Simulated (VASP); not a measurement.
Crystal: CaCuH2.

```
Ca Cu H
1.0
     2.36368    1.36467    2.45401
    -2.36368    1.36467    2.45401
     0.00000   -2.72934    2.45401
Ca Cu H
1 1 2
Direct
  0.50000 0.50000 0.50000
  0.00000 0.00000 0.00000
  0.75143 0.75143 0.75143
  0.24857 0.24857 0.24857
```

The cell was built by a generator and needn't be a form met in nature.

The cell isn't the ideal one: random cell by space group and Wyckoff sites (R-3m, No. 166).

- Program: VASP 6.6.1
- Task: relaxation of cell and atoms
- Functional: PBE
- Potentials or basis: VASP PAW PBE potentials, release 64 (Ca_sv, Cu, H)
- Cutoff: 600 eV
- k mesh: 6 × 6 × 6
- Occupations: gaussian, width 0.1 eV
- Spin: no spin polarisation

At the start: pressure 7.7 GPa; volume 11.87 Å³/atom.

Task: Where does the relaxation end?

Result: Over 48 steps the energy falls by 425.6 meV/atom and the volume is 13.83 Å³/atom (+16.5 %); space group R-3m (No. 166, to 0.05 Å).

Step by step:
| step | energy change (eV) | largest force (eV/Å) | pressure (GPa) | volume (Å³) |
| --- | --- | --- | --- | --- |
| 1 | 0.0000 | 2.6423 | 7.71 | 47.49 |
| 3 | -0.9815 | 0.5497 | -2.84 | 53.05 |
| 5 | -1.0242 | 0.3914 | -4.87 | 55.07 |
| 7 | -1.1179 | 0.3068 | -2.11 | 51.55 |
| 9 | -1.1515 | 0.1680 | 1.08 | 48.57 |
| 11 | -1.1792 | 0.1245 | 0.55 | 49.05 |
| 13 | -1.1923 | 0.0874 | -0.61 | 50.99 |
| 15 | -1.1951 | 0.0236 | 0.23 | 50.62 |
| 17 | -1.2146 | 0.0011 | 1.27 | 50.69 |
| 19 | -1.1105 | 2.4361 | 12.54 | 50.19 |
| 21 | -1.2460 | 1.2745 | 8.97 | 50.45 |
| 23 | -1.2667 | 0.8793 | 7.60 | 50.54 |
| 25 | -1.2669 | 0.8858 | 7.60 | 50.54 |
| 27 | -1.2678 | 0.9162 | 7.68 | 50.55 |
| 29 | -1.2694 | 1.0464 | 8.17 | 50.61 |
| 31 | -1.2742 | 1.0426 | 8.12 | 50.65 |
| 33 | -1.2957 | 1.0289 | 7.85 | 50.84 |
| 35 | -1.3755 | 0.9912 | 7.06 | 51.59 |
| 37 | -1.5748 | 1.1524 | 4.55 | 54.33 |
| 39 | -1.5387 | 1.5901 | 4.34 | 55.12 |
| 41 | -1.6940 | 0.1089 | -1.15 | 56.97 |
| 43 | -1.6940 | 0.1546 | -1.01 | 56.90 |
| 45 | -1.6996 | 0.1175 | -0.31 | 56.12 |
| 47 | -1.7017 | 0.0788 | 0.31 | 55.26 |
| 48 | -1.7022 | 0.0318 | 0.14 | 55.32 |

Final structure:
```
CELL_PARAMETERS angstrom
1.99517 1.15191 4.01165
-1.99517 1.15191 4.01165
0.00000 -2.30382 4.01165
ATOMIC_POSITIONS crystal
Ca 0.50000 0.50000 0.50000
Cu 0.00000 0.00000 0.00000
H 0.87181 0.87181 0.87181
H 0.12819 0.12819 0.12819
```

Caveat: the volume moved by over 15 % at a fixed basis, so the end points are rough.
